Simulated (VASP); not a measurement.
Write the native input for VASP 6.6.1 that does the following.

```
Task                   : relaxation of cell and atoms
Functional             : PBE
Potentials or basis    : VASP PAW PBE potentials, release 64 (Be, Se, O)
Cutoff                 : 520 eV
k mesh                 : 10 × 10 × 10
Occupations            : gaussian, width 0.03 eV
Spin                   : no spin polarisation
Further INCAR settings : ALGO = Normal; EDIFF = 1e-07; IBRION = 2; POTIM = 0.3; EDIFFG = -0.005; NSW = 60; ISIF = 3
```

The structure of Be3Se2O lies in POSCAR:

```
Be3Se2O                                 
1.0
   -1.7040641886      5.0912584707      2.3199004884
    1.7040641886     -5.0912584707      2.3199004884
    1.7040641886      5.0912584707     -2.3199004884
  Be              Se              O             
     3     2     1
Direct
     0.3400254351730843    0.2063678297919072    0.1336576053811842
     0.0727102244107230    0.2063678297919072    0.8663423946188158
     0.8236584982092942    0.3236584982092942    0.5000000000000000
     0.3397208235474418    0.0018633043896086    0.3378575191578332
     0.6640057752317747    0.0018633043896086    0.6621424808421668
     0.0094493134276794    0.0094493134276794    1.0000000000000000
```

The cell was built by a generator and needn't be a form met in nature.

One way to write it, as run:

INCAR

```
PREC     = Accurate       # precision mode
ENCUT    = 520            # plane-wave cutoff, eV
EDIFF    = 1E-7           # SCF threshold, eV
ISMEAR   = 0              # smearing method
SIGMA    = 0.03           # smearing width, eV
LREAL    = F              # projectors in reciprocal space
LASPH    = T              # aspherical terms in the spheres
NELM     = 120            # most SCF steps
ALGO     = Normal         # electronic algorithm
ISIF     = 3              # what is computed and relaxed
LWAVE    = F              # write WAVECAR
LCHARG   = F              # write CHGCAR
GGA      = PE             # functional
IBRION   = 2              # ionic algorithm
NSW      = 60             # ionic steps
EDIFFG   = -0.005         # ionic threshold
POTIM    = 0.3            # step
KPAR     = 4
```

KPOINTS

```
Automatic mesh
0
Gamma
  10 10 10
```

Potentials or basis: VASP PAW PBE potentials, release 64 (Be, Se, O).

Launch:

```console
$ cat potpaw_PBE.64/Be/POTCAR potpaw_PBE.64/Se/POTCAR potpaw_PBE.64/O/POTCAR > POTCAR
$ mpirun -np 4 vasp_std > vasp.out
```

It gave:

```json
{
  "Energy gained by relaxing": "0.0 meV/atom",
  "Ionic steps": "2",
  "Pressure after relaxing": "0.0 GPa",
  "Largest force after relaxing": "0.003 eV/Å",
  "Band gap on the k mesh": "1.48 eV, direct"
}
```

It took 93 s on 4 MPI ranks on Intel(R) Xeon(R) 6975P-C (Granite Rapids), with other jobs on the host, peak memory 0.49 GiB a rank.
